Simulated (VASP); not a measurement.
Given:

```xyz
1
Lattice="-1.5591 1.5591 1.5591 1.5591 -1.5591 1.5591 1.5591 1.5591 -1.5591" Properties=species:S:1:pos:R:3 pbc="T T T"
Mo     0.0000     0.0000     0.0000
```

Level of theory: r2SCAN+rVV10, VASP's PBE PAW potentials (set 64) (plane waves; VASP). Numerical set-up: 520 eV cut-off, 16×16×16 Γ-centred mesh, first-order Methfessel-Paxton smearing of 0.10 eV, potentials Mo_sv.

Give the stress tensor in GPa (positive for a compressed cell).

```
8.41  0.00  0.00
0.00  8.41  0.00
0.00  0.00  8.41
```
The pressure is its mean diagonal, 8.41 GPa.

The compound is Mo in the bcc structure. This cell is one point of a volume scan, at 0.97 of the reference volume.
